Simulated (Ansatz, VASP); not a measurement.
# KAg in two plane-wave programs, part 2 of 2

Wanted: the spread between two codes on one cell, functional and k mesh. The cell is generated by rule, not measured, and may not be a known phase. The cell is taken from a series of runs on this material, whose earlier steps may have relaxed, scaled, displaced or heated it; both programs get it as it stands.

VASP 6.6.1 and Ansatz 0.2.0.

So far: The structure; VASP: zone-centre phonons, PBE.

The structure was built from a prototype and need not be the compound's stable phase.

## (3) Ansatz: zone-centre phonons, PBE

Level of this step: Ansatz beside VASP: Kohn-Sham DFT, plane waves, PBE (Ansatz).

Ansatz runs on its PAW jth soft_2 files.

The same cell, functional, mesh and smearing now go to Ansatz, which takes its cutoff from its data sets.

Input file input.yaml:

```yaml
crystal:
  lattice:
    - [4.1330953651, 0.0, 0.0]
    - [0.0, 4.1330953651, 0.0]
    - [0.0, 0.0, 4.1330953651]
  atoms:
    - { symbol: K, position: [0.5, 0.5, 0.5] }
    - { symbol: Ag, position: [0.0, 0.0, 0.0] }
kpoints:
  mp_grid: { grid: [6, 6, 6] }
hamiltonian:
  xc: pbe
  pseudopotentials: { kind: paw, source: jth }
scf:
  occupations: { method: gaussian, width: 0.27211 }
output:
  eigenvalues: true
phonons:
  method: dfpt
  qmesh: [2, 2, 2]
  temperatures: { t_max: 1000, t_step: 50 }
  qpath:
    path:
      - [[0.0, 0.0, 0.0], [0.0, 0.5, 0.0], [0.5, 0.5, 0.0], [0.0, 0.0, 0.0], [0.5, 0.5, 0.5], [0.0, 0.5, 0.0]]
      - [[0.5, 0.5, 0.5], [0.5, 0.5, 0.0]]
    npoints: 10
```

The run is started by

```console
$ ansatz run input.yaml --threads 4 --pin off --max-ram 8192MiB --backend cpu --events-out ev --progress --plain --runs-dir out
```

Numbers of over 12 decimals in the logs are rounded to 6 here.

The log of the run:

```text
Warning: <dir> the checks of this K dataset prove no rule for summing its radial tables, as where they were carried onto another mesh than they were made on, and Gregory's rule is taken, under which a leading mesh point left out moves its sums only by what lay on the interval it spanned. That does not make them correct, and they differ from Quantum ESPRESSO's on this file; a re-export a fraction of a mesh step off can move them. hamiltonian.pseudopotentials.radial_quadrature: simpson_from_first_knot sums it by `pw.x`'s rule; on a PAW file no value gives `pw.x`'s numbers. What more to know: hamiltonian.pseudopotentials.radial_quadrature, in the input reference
Warning: <dir> the checks of this Ag dataset prove no rule for summing its radial tables, as where they were carried onto another mesh than they were made on, and Gregory's rule is taken, under which a leading mesh point left out moves its sums only by what lay on the interval it spanned. That does not make them correct, and they differ from Quantum ESPRESSO's on this file; a re-export a fraction of a mesh step off can move them. hamiltonian.pseudopotentials.radial_quadrature: simpson_from_first_knot sums it by `pw.x`'s rule; on a PAW file no value gives `pw.x`'s numbers. What more to know: hamiltonian.pseudopotentials.radial_quadrature, in the input reference
Engine: ansatz 0.2.0, x86_64-unknown-linux-gnu
Pseudopotentials: kind: paw
Pseudopotential: K, paw, valence charge 9, recommended cutoff 690 eV (normal), K.paw.azcp
Pseudopotential: Ag, paw, valence charge 11, recommended cutoff 1380 eV (normal), Ag.paw.azcp
Functional definition: PBE
  parameter kappa = 0.804
  parameter beta = 0.066725
  exchange = pbe_x(kappa = kappa, mu = beta*pi^2/3)
  correlation = pbe_c(beta = beta)
Crystal: 2 atoms, lattice volume = 70.604 Å³
Basis set: ecut = 1380 eV, 8217 PW (Γ), exchange–correlation on 108×108×108 points (8 copies of the dense FFT grid, shifted against one another)
Bands: 14, of which v1, the nominal top of the filled ones, is band 10 counted from 1 (9 counted from 0)
Symmetry: 48 space group operations
k-points: 20 of 216
Non-local potential: K, projectors of the file, l = 0: 2, l = 1: 2, l = 2: 1
Non-local potential: Ag, projectors of the file, l = 0: 2, l = 1: 2, l = 2: 2
PAW form: soft (Blöchl's): semilocal exchange-correlation on the pseudo side does not see the compensation charge
PAW one-centre angular grid: K, 110 points (default); XC on 64 Gauss nodes
PAW one-centre angular grid: Ag, 590 points (default); XC on 64 Gauss nodes
Initial density: superposition of atomic densities (chi_scale 0.1, normalization cell, long waves kept (reshape's long-wave potential 0.00 eV rms))
Initial wavefunctions: pseudopotential atomic-orbital guess
Functional: x = pbe(κ = 0.804, μ = 0.219515), c = pbe(β = 0.066725)
SCF iter   1: F=—  HF=-6373.092435 eV  |F-HF|=—  |Δ(HF+E_count)|=         —  Δρ=5.59e-2  dr2=3.43e0  ethr=3.10e-3  ⟨swp⟩=10.0  Hψ=2669  notcnv=0
preconditioner: auto → Kerker (q_TF=auto, 2.211 Å⁻¹)  [metal: Δε(μ)=0.180 eV  Ē_g=9.762 eV  σ=0.272 eV  W_gap=0.34  n_scr=18 (ndim 8)  ℏωp=18.7 eV  f_vac=0.000  D(μ)=0.73/eV (n_scr^D=0)]
SCF iter   2: F=—  HF=-6372.304946 eV  |F-HF|=—  |Δ(HF+E_count)|=   7.87e-1  Δρ=1.04e-2  dr2=1.53e-1  ethr=3.10e-3  ⟨swp⟩=2.0  Hψ=637  notcnv=0  defer=1
SCF iter   3: F=—  HF=-6372.247054 eV  |F-HF|=—  |Δ(HF+E_count)|=   5.79e-2  Δρ=6.77e-3  dr2=7.46e-2  ethr=7.65e-4  ⟨swp⟩=1.0  Hψ=415  notcnv=0  defer=1
SCF iter   4: F=—  HF=-6372.212186 eV  |F-HF|=—  |Δ(HF+E_count)|=   3.49e-2  Δρ=2.89e-3  dr2=5.57e-3  ethr=3.73e-4  ⟨swp⟩=2.1  Hψ=482  notcnv=0  defer=1
SCF iter   5: F=—  HF=-6372.210909 eV  |F-HF|=—  |Δ(HF+E_count)|=   1.28e-3  Δρ=8.23e-4  dr2=3.88e-4  ethr=2.78e-5  ⟨swp⟩=1.8  Hψ=487  notcnv=0  defer=1
SCF iter   6: F=—  HF=-6372.210965 eV  |F-HF|=—  |Δ(HF+E_count)|=   5.56e-5  Δρ=3.03e-4  dr2=1.04e-4  ethr=1.94e-6  ⟨swp⟩=2.0  Hψ=336  notcnv=0  defer=1
SCF iter   7: F=—  HF=-6372.210953 eV  |F-HF|=—  |Δ(HF+E_count)|=   1.21e-5  Δρ=6.60e-5  dr2=6.12e-6  ethr=5.22e-7  ⟨swp⟩=2.0  Hψ=311  notcnv=0  defer=1
SCF iter   8: F=—  HF=-6372.210958 eV  |F-HF|=—  |Δ(HF+E_count)|=   5.43e-6  Δρ=2.14e-5  dr2=2.82e-7  ethr=3.06e-8  ⟨swp⟩=2.2  Hψ=453  notcnv=0  defer=1
SCF iter   9: F=—  HF=-6372.210967 eV  |F-HF|=—  |Δ(HF+E_count)|=   9.31e-6  Δρ=5.12e-6  dr2=1.41e-8  ethr=1.41e-9  ⟨swp⟩=2.0  Hψ=482  notcnv=0  defer=1
SCF iter  10: F=—  HF=-6372.210967 eV  |F-HF|=—  |Δ(HF+E_count)|=   1.24e-8  Δρ=8.11e-7  dr2=5.20e-10  ethr=7.03e-11  ⟨swp⟩=2.2  Hψ=469  notcnv=0  defer=1
SCF iter  11: F=—  HF=-6372.210967 eV  |F-HF|=—  |Δ(HF+E_count)|=  5.91e-10  Δρ=2.53e-7  dr2=3.30e-11  ethr=2.60e-12  ⟨swp⟩=2.3  Hψ=476  notcnv=0  defer=1
SCF iter  12: F=-6372.210967 eV  HF=-6372.210967 eV  |F-HF|=0.00e0  |Δ(HF+E_count)|=  2.36e-11  Δρ=6.95e-8  dr2=6.00e-12  ethr=1.00e-12  ⟨swp⟩=8.3  Hψ=1783  notcnv=0
SCF 1 converged in 12 iterations: F = -6372.210967 eV  dr2 = 6.00e-12
  greatest PAW one-centre occupation: 0.951 electrons in one spin orbital (limit 2), on the K atom at site 0 (counted from 0), in its partial waves of l = 0
Initial density: read from a saved state, or passed on in memory by an earlier SCF of this step, an earlier step, the calling program or the single point that the run made first
iter 1 solved again at ethr=1.33e-6 eV; its pass at ethr=3.10e-3 eV (dr2=2.67e-4 eV) is discarded
SCF iter   1: F=—  HF=-6372.210953 eV  |F-HF|=—  |Δ(HF+E_count)|=         —  Δρ=1.43e-6  dr2=4.55e-10  ethr=1.33e-6  ⟨swp⟩=3.8  Hψ=3502  notcnv=0
eigensolver tolerance schedule: the retry pair's looser diagonalisation over-reported the residual by 585995.97 of it (diagonalisation noise at an unbounded share of the residual, at the tolerance the schedule requests for it); recorded, not acted on — ethr = c·dr2/N_el stays at c = 1.0e-1
preconditioner: auto → Resta (q_TF=auto, 2.211 Å⁻¹)  ε∞=4.1  [insulator: Δε(μ)=0.329 eV  Ē_g=10.565 eV  σ=0.272 eV  W_gap=0.54  n_scr=18 (ndim 8)  ℏωp=18.7 eV  f_vac=0.000  D(μ)=0.42/eV (n_scr^D=0)  ε∞_Penn≈4.1]
SCF iter   2: F=—  HF=-6372.210967 eV  |F-HF|=—  |Δ(HF+E_count)|=   1.44e-5  Δρ=8.97e-7  dr2=3.82e-10  ethr=2.28e-12  ⟨swp⟩=5.0  Hψ=1018  notcnv=0
SCF iter   3: F=—  HF=-6372.210967 eV  |F-HF|=—  |Δ(HF+E_count)|=  8.73e-11  Δρ=5.32e-7  dr2=9.61e-11  ethr=1.91e-12  ⟨swp⟩=2.3  Hψ=369  notcnv=0
SCF iter   4: F=—  HF=-6372.210967 eV  |F-HF|=—  |Δ(HF+E_count)|=  2.27e-11  Δρ=2.90e-7  dr2=2.02e-11  ethr=1.00e-12  ⟨swp⟩=1.0  Hψ=280  notcnv=0
SCF iter   5: F=-6372.210967 eV  HF=-6372.210967 eV  |F-HF|=1.82e-12  |Δ(HF+E_count)|=  4.55e-12  Δρ=6.84e-8  dr2=1.87e-12  ethr=1.00e-12  ⟨swp⟩=3.5  Hψ=813  notcnv=0
SCF 2 converged in 5 iterations: F = -6372.210967 eV  dr2 = 1.87e-12
phonons: the bands overlap, so this run is a metal and interpolates without the dipole-dipole term. If the crystal is really an insulator or semiconductor, its LO-TO splitting is missing
NSCF: frozen V_eff on 20 k-points
WARN: eigensolver did not converge in 2 slots of this pass, the one above among them; of largest residual over every band (k=12): 1 band(s) unlocked (lowest unlocked band 13, counted from 0; max residual 2.81e-5 eV among the unlocked bands, 2.81e-5 eV over every band); of lowest unlocked band (k=11): band 13
NSCF: frozen V_eff on 40 k-points
DFPT response loops at q = (0, 0, 0) (fractional): preconditioner auto → Kerker (q_TF=auto, 2.211 Å⁻¹) (partly filled bands, converged f_vac=0.000); β = 1.00, the filter's whole step (`scf.mixing.beta` (0.50) is not read by the response loops under this deck's `scf.mixing.preconditioner`; to damp them name `kerker` or `kerker_dos`, under which they read `scf.mixing.beta`, and type it under 1.00, their step now; both keys bind the ground state too); Broyden in place of MSR1
NSCF: frozen V_eff on 128 k-points
DFPT response loops at q = (0, 0, -0.5) (fractional): mixed as the last ones told, above
NSCF: frozen V_eff on 128 k-points
DFPT response loops at q = (0, -0.5, -0.5) (fractional): mixed as the last ones told, above
NSCF: frozen V_eff on 80 k-points
DFPT response loops at q = (-0.5, -0.5, -0.5) (fractional): mixed as the last ones told, above
SCF converged after 12 iterations
Free energy (F): -6372.210967 eV
Harris-Foulkes:  -6372.210967 eV  (|F-HF|=0.00e0)
Internal energy: -6372.195316 eV  (E = F + TS)
E sigma→0 (E₀):  -6372.203142 eV
Entropy (-TS):   -0.015651 eV (-7.826 meV/atom)
Fermi energy:    4.849081 eV
--- Per-component energies (eV) ---
  E_band       = -91.470123
  E_kinetic    = 502.382968
  E_local      = -1344.939500  (includes V_loc(G=0)·N_el)
  E_nonlocal   = 205.618355
  E_hartree    = 486.578022
  E_xc         = -441.694216
  E_vxc        = -245.268537  (∫ρ·V_xc dr)
  E_paw        = -4505.146019  (= ΣΔE_a)
  E_vpaw       = -182.419540  (= ΣTr[D̂ρ^β])
  E_aug_tail   = 0.000004  (compensation charges beyond the density's cutoff)
  E_ewald      = -1274.994929
  E_smearing   = -0.015651  (= −TS)
  E_closure    = -0.000000  (closes the sum)
  Σ components = -6372.210967   (vs F -6372.210967, Δ=0.00e0)
--- Band table (eV; the first three rows and the last of 20) ---
  k-point 0: bands = [... 6 lower, 1.2349, 1.2349, 1.2349, 1.3240, 9.0629, 9.0629, 10.4206, 10.4206]
  k-point 1: bands = [... 6 lower, 1.2171, 1.2171, 1.2392, 1.6118, 7.8965, 9.1324, 10.1574, 10.1574]
  k-point 2: bands = [... 6 lower, 1.1820, 1.1820, 1.2478, 2.4526, 5.9177, 9.2926, 9.7551, 9.7551]
  k-point 19: bands = [... 6 lower, 1.0538, 1.3866, 1.3866, 6.3019, 6.4743, 6.4743, 6.4743, 10.8622]
--- Phonons (Γ-DFPT): 2 representative perturbations + reference (Σ response iterations 7) ---
  ASR residual: 6.241e-5 → 0.000e0 eV/Å²; symmetrization residual: 8.620e-6 eV/Å²
  ASR residual per site (eV/Å²): 6.24e-5 8.10e-6
  Γ frequencies (cm⁻¹): 0.00 0.00 0.00 92.02 92.02 92.02
--- Phonons (arbitrary-q DFPT): 4 irreducible q on the 2×2×2 mesh ---
  q = [0.0000, 0.0000, 0.0000] (star 1, of the zone-centre solve; hermiticity 1.93e-5, symmetrization 4.41e-11): -0.00 0.00 0.00 92.02 92.02 92.02
  q = [0.0000, 0.0000, -0.5000] (star 3, 4 solved perturbations in 208 linear systems a pass and spin channel, the states on 64 of 216 k-point pairs; hermiticity 1.41e-13, symmetrization 1.60e-11): 35.27 48.17 48.17 76.12 76.12 118.53
  q = [0.0000, -0.5000, -0.5000] (star 3, 4 solved perturbations in 208 linear systems a pass and spin channel, the states on 64 of 216 k-point pairs; hermiticity 8.06e-6, symmetrization 5.44e-13): -4.45 -4.45 49.13 72.28 111.16 111.16
  q = [-0.5000, -0.5000, -0.5000] (star 1, 2 solved perturbations on 40 of 216 k-point pairs; hermiticity 4.62e-13, symmetrization 6.15e-12): 31.68 31.68 31.68 109.23 109.23 109.23
  sum rule: each row above includes the acoustic sum rule's correction from the zone centre's row sums; it moved no ω² by more than (0.66 cm⁻¹)²
  mesh force constants: q→R imaginary residual 2.00e-17; ASR residual 6.241e-5 → 0.000e0 eV/Å²; symmetrization residual 1.554e-15 eV/Å²
  interpolated dispersion: 62 rows × 6 modes
  density of states and harmonic sums: on the 16×16×16 q-mesh, interpolated from the force constants of a 2×2×2 supercell (no non-analytic term)
  largest difference from the sums on the solved wave vectors: F 3.57e-1 eV, S 4.54e-4 and C_V 9.68e-5 eV/K
  zero-point energy: 0.023904 eV/cell   skipped modes (ω ≤ 0): 5, of them read as no rigid motion or as one in doubt: 2 (1.465e-3 modes/cell left out, lowest -4.45 cm⁻¹)   left out of the sums: 3.66e-4 of the cell's modes: C_V's classical limit lies that fraction below 3 k_B per atom; for a crystal, a wire or a layer, F and S can be off by more, and a phonons.interpolated_qmesh denser along its periods is the remedy for the sampling
```

## (4) Side by side

Known differences besides the potentials themselves: VASP's run holds the zone centre alone; the cutoff is 1380 eV in Ansatz and 500 eV in VASP. Total energies have different zeros and are not compared.

Compared:

| quantity | Ansatz | VASP | difference |
| --- | --- | --- | --- |
| optical mode 1 to 3 (cm⁻¹) | 92.0 | 92.1 | -0.14 % |

Modes are paired by rising frequency, not by their patterns, so a pair may set unlike modes beside each other; they are those without the splitting of longitudinal modes.

## (5) Results

* r.m.s. difference of the optical zone-centre modes, each program's sorted by frequency (zone-centre phonons, PBE): 0.12 cm⁻¹

The r.m.s. difference of the optical zone-centre modes, each program's sorted by frequency is 0.12 cm⁻¹ (zone-centre phonons, PBE). Such differences can come from data sets, numerical settings and the points named under the comparisons, not from the functional's error against experiment.

[Lines on the potential files, build, host, timing and source positions are cut from VASP's logs without a mark.]

[Logs are printed without paths, hosts, clocks, repeated set-up lines and the standing remarks that a program may print on its own settings, such as how far it seeks lower states.]

[Hosts, paths, dates, database ids (printed as entryN), source tags and the programs' standing remarks are cut or masked in the printed files.]
